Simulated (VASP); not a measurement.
Given:

```
CELL_PARAMETERS angstrom
      2.87959     0.00000     0.00000
      0.00000     2.87959     0.00000
      0.00000     0.00000     2.87959
ATOMIC_POSITIONS crystal
  Ti 0.00000 0.00000 0.00000
  Co 0.50000 0.50000 0.50000
```

The numbers are results of revTPSS meta-GGA, VASP's PBE PAW potentials (set 64) (plane waves; VASP), not measurements. Numerical set-up: 520 eV cut-off, 12×12×12 Γ-centred mesh, first-order Methfessel-Paxton smearing of 0.10 eV, potentials Ti_sv Co.

Predict the energy per atom (σ→0), pressure, band gap (on the k-mesh) with the smallest direct gap where there is one.

* **band gap (on the k-mesh)**: none (metal, semimetal or under 0.01 eV)
* **energy per atom (σ→0)**: -6.039 eV/atom
* **pressure**: 13.77 GPa

The absolute energy has meaning only against runs of the same code, potentials and settings.

The compound is TiCo in the CsCl type structure. This cell is one point of a volume scan, at 0.94 of the reference volume. The run is not spin-polarised, so no magnetic state was tried. The electron count is odd and the run is not spin-polarised, which forces a metal.
